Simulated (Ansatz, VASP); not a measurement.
**Two plane-wave programs on MgBe2SeS2**

```
Mg Be Se S
1.0
     4.67761    0.00000    0.00000
    -2.33881    4.05093    0.00000
     0.00000    0.00000    5.05871
Mg Be Se S
1 2 1 2
Direct
  0.00000 0.00000 0.50000
  0.66667 0.33333 0.50000
  0.00000 0.00000 0.00000
  0.33333 0.66667 0.00000
  0.33333 0.66667 0.50000
  0.66667 0.33333 0.00000
```

Alike in both runs: functional PBE; k mesh 6 × 6 × 4; occupations gaussian, width 0.1 eV; no spin polarisation.

Ansatz relaxed the structure, and its values are those at the end. VASP's run is a single point on that final structure, the one shown.

|  | VASP | Ansatz |
| --- | --- | --- |
| version | VASP 6.6.1 | Ansatz 0.2.0 |
| potentials or method | VASP PAW PBE potentials, release 64 (Mg, Be, Se, S) | scalar-relativistic, plane waves, PAW |
| plane-wave cutoff (eV) | 520 | 420 |
| valence electrons in the cell | 24 | 42 |

Ansatz gave:

- gap on the k mesh at the Fermi level (eV): none
- pressure (GPa): 0.2

Task: Estimate VASP's values.

Result: gap on the k mesh at the Fermi level (eV): none; pressure (GPa): 0.1.

A gap of «none» marks a metal or a gap that the smearing closes. The two sets of potentials don't hold the same shells in valence.
